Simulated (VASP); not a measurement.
Computed with PBE GGA, VASP's PBE PAW potentials (set 64) (plane waves; VASP 6.6.1).

VASP ran on this input.

INCAR:
```
SYSTEM = MoSe
PREC = Accurate
ENCUT = 300
EDIFF = 1E-6
NELM = 100
ALGO = Normal
LREAL = .FALSE.
LASPH = .TRUE.
ISMEAR = -1
SIGMA = 0.1
GGA = PE
LMAXMIX = 4
LWAVE = .FALSE.
LCHARG = .FALSE.
ISIF = 2
```

### POSCAR
```
MoSe
1.0
 -1.6751160000   1.6751160000   5.6711170000
  1.6751160000  -1.6751160000   5.6711170000
  1.6751160000   1.6751160000  -5.6711170000
Mo Se
2 2
Cartesian
  0.0083152758   0.0067842198   8.5531673172
  0.0185234327   1.6391747111   0.0078488259
  0.0298237653   0.0183659718   1.8463909306
 -0.0566641489   1.6859087724   4.7004429432
```

**KPOINTS**
```
Automatic mesh
0
Gamma
5 5 5
0 0 0
```

POTCAR, in this order: Mo_sv Se (PBE.64 set). Program: vasp_std.

Output of the run:

### OUTCAR
```
 ion  position               nearest neighbor table
   1  0.756  0.757  0.005-   4 2.43   4 2.52   3 2.56   3 2.58   3 2.59   3 2.61   2 3.24   2 3.28
                             2 3.32   2 3.33
   2  0.490  0.006  0.495-   3 2.45   4 2.48   3 2.52   4 2.55   4 2.58   4 2.64   1 3.24   1 3.28
                             1 3.32   1 3.33
   3  0.168  0.172  0.014-   2 2.45   2 2.52   1 2.56   1 2.58   1 2.59   1 2.61
   4  0.918  0.398  0.486-   1 2.43   2 2.48   1 2.52   2 2.55   2 2.58   2 2.64
  LATTYP: Found a body centered tetragonal cell.
 ALAT       =     3.3502320000
 C/A-ratio  =     3.3855070335
 Subroutine PRICEL returns:
 Original cell was already a primitive cell.
 Subroutine GETGRP returns: Found  1 space group operations
The static configuration has the point symmetry C_1 .
The dynamic configuration has the point symmetry C_1 .
 Subroutine INISYM returns: Found  1 space group operations
 Subroutine IBZKPT returns following result:
 Found     63 irreducible k-points:

 Following reciprocal coordinates:
            Coordinates               Weight
  0.000000  0.000000  0.000000      1.000000
  0.200000 -0.000000  0.000000      2.000000
 -0.000000  0.200000  0.000000      2.000000
 -0.000000  0.200000 -0.200000      2.000000
  0.200000 -0.000000 -0.200000      2.000000
  0.400000 -0.000000  0.000000      2.000000
 -0.000000  0.400000  0.000000      2.000000
 -0.000000  0.400000 -0.400000      2.000000
  0.400000 -0.000000 -0.400000      2.000000
  0.200000  0.200000  0.000000      2.000000
 -0.000000  0.400000 -0.200000      2.000000
  0.200000  0.200000 -0.400000      2.000000
  0.400000 -0.000000 -0.200000      2.000000
  0.400000  0.200000  0.000000      2.000000
 -0.000000 -0.400000 -0.200000      2.000000
  0.200000  0.400000  0.400000      2.000000
 -0.400000  0.000000 -0.400000      2.000000
 -0.400000 -0.200000 -0.400000      2.000000
 -0.000000  0.400000  0.400000      2.000000
 -0.200000 -0.400000 -0.000000      2.000000
  0.400000  0.000000  0.200000      2.000000
 -0.400000  0.200000  0.000000      2.000000
  0.000000 -0.200000 -0.200000      2.000000
  0.200000 -0.400000  0.200000      2.000000
 -0.200000  0.000000  0.400000      2.000000
  0.400000 -0.200000 -0.200000      2.000000
 -0.000000  0.200000 -0.400000      2.000000
 -0.200000  0.400000  0.000000      2.000000
  0.200000  0.000000  0.200000      2.000000
 -0.200000  0.200000  0.000000      2.000000
  0.000000  0.000000 -0.200000      2.000000
  0.400000  0.400000  0.000000      2.000000
 -0.000000 -0.200000 -0.400000      2.000000
  0.400000  0.400000  0.200000      2.000000
 -0.200000 -0.000000 -0.400000      2.000000
 -0.400000  0.400000  0.000000      2.000000
  0.000000  0.000000 -0.400000      2.000000
  0.200000  0.200000  0.200000      2.000000
 -0.200000 -0.400000 -0.200000      2.000000
  0.200000  0.200000  0.400000      2.000000
   k-points           NKPTS =     63   k-points in BZ     NKDIM =     63   number of bands    NBANDS=     24
   number of dos      NEDOS =    301   number of ions     NIONS =      4
   total plane-waves  NPLWV =  46656
   dimension x,y,z NGX =    36 NGY =   36 NGZ =   36
   dimension x,y,z NGXF=    72 NGYF=   72 NGZF=   72
   ions per type =               2   2
   PREC   = accura    normal or accurate (medium, high low for compatibility)
   ISTART =      0    job   : 0-new  1-cont  2-samecut
   ICHARG =      2    charge: 1-file 2-atom 10-const
   ISPIN  =      1    spin polarized calculation?
   LNONCOLLINEAR =      F non collinear calculations
   LSORBIT =      F    spin-orbit coupling
   INIWAV =      1    electr: 0-lowe 1-rand  2-diag
   ENCUT  =  300.0 eV  22.05 Ry    4.70 a.u.   8.68  8.68  8.68*2*pi/ulx,y,z
...
```

**OSZICAR**
```
       N       E                     dE             d eps       ncg     rms          rms(c)
DAV:   1     0.263858227113E+03    0.26386E+03   -0.18530E+04  3432   0.108E+03
DAV:   2    -0.188934396097E+02   -0.28275E+03   -0.27981E+03  3608   0.358E+02
DAV:   3    -0.289202348691E+02   -0.10027E+02   -0.99234E+01  3976   0.604E+01
DAV:   4    -0.290424396313E+02   -0.12220E+00   -0.12182E+00  3280   0.640E+00
DAV:   5    -0.290451492406E+02   -0.27096E-02   -0.27059E-02  4048   0.701E-01    0.240E+01
DAV:   6    -0.282963673685E+02    0.74878E+00   -0.48678E+00  3360   0.133E+01    0.933E+00
DAV:   7    -0.282987058298E+02   -0.23385E-02   -0.10001E+00  3824   0.542E+00    0.511E+00
DAV:   8    -0.283456627326E+02   -0.46957E-01   -0.25788E+00  3608   0.593E+00    0.363E+00
DAV:   9    -0.282280518625E+02    0.11761E+00   -0.87957E-01  3848   0.328E+00    0.330E-01
DAV:  10    -0.282285930253E+02   -0.54116E-03   -0.92886E-03  3208   0.550E-01    0.201E-01
DAV:  11    -0.282285957033E+02   -0.26779E-05   -0.66529E-04  4024   0.150E-01    0.936E-02
DAV:  12    -0.282286209595E+02   -0.25256E-04   -0.12359E-04  3528   0.811E-02    0.309E-02
DAV:  13    -0.282286186660E+02    0.22935E-05   -0.10955E-05  3528   0.240E-02    0.671E-03
DAV:  14    -0.282286192585E+02   -0.59254E-06   -0.57594E-07  1800   0.516E-03
   1 F= -.28228619E+02 E0= -.28169250E+02  d E =-.118739E+00
```

**OUTCAR**
```
------------------------ aborting loop because EDIFF is reached ----------------------------------------
  FORCE on cell =-STRESS in cart. coord.  units (eV):
  Direction    XX          YY          ZZ          XY          YZ          ZX
  --------------------------------------------------------------------------------------
  Total        4.8476157      4.6240949      6.1757287     -0.1243504     -0.1354133      0.5326097
  in kB      122.0170134    116.3908788    155.4463102     -3.1299653     -3.4084235     13.4060645
  external PRESSURE =     131.2847341 kB  Pullay stress =       0.0000000 kB
  volume of cell :       63.65
      direct lattice vectors                 reciprocal lattice vectors
    -1.675116000  1.675116000  5.671117000     0.000000000  0.298486791  0.088166053
     1.675116000 -1.675116000  5.671117000     0.298486791  0.000000000  0.088166053
     1.675116000  1.675116000 -5.671117000     0.298486791  0.298486791  0.000000000
 POSITION                                       TOTAL-FORCE (eV/Angst)
 -----------------------------------------------------------------------------------
      0.00832      0.00678      8.55317        -0.278570      0.152596     -0.921466
      0.01852      1.63917      0.00785        -0.522298      0.665733     -0.404981
      0.02982      0.01837      1.84639        -0.144757     -0.397437      0.800432
     -0.05666      1.68591      4.70044         0.945625     -0.420892      0.526015
 -----------------------------------------------------------------------------------
    total drift:                               -0.000150      0.000018      0.000328
  FREE ENERGIE OF THE ION-ELECTRON SYSTEM (eV)
  ---------------------------------------------------
  free  energy   TOTEN  =       -28.2286192585 eV

  energy  without entropy=      -28.1098804553  energy(sigma->0) =      -28.16924986
```
(Selected blocks of OUTCAR.)

At this cut-off the stress carries a Pulay error, which pulls relaxed volumes low.

The structure was generated: MoSe was put into an ordered model structure, which need not be its known phase. The cell was not relaxed at this level, atoms are displaced from their ideal sites. The k-mesh is coarse (spacing up to 0.53 per Å, 2π included), so the numbers may not be converged in it.
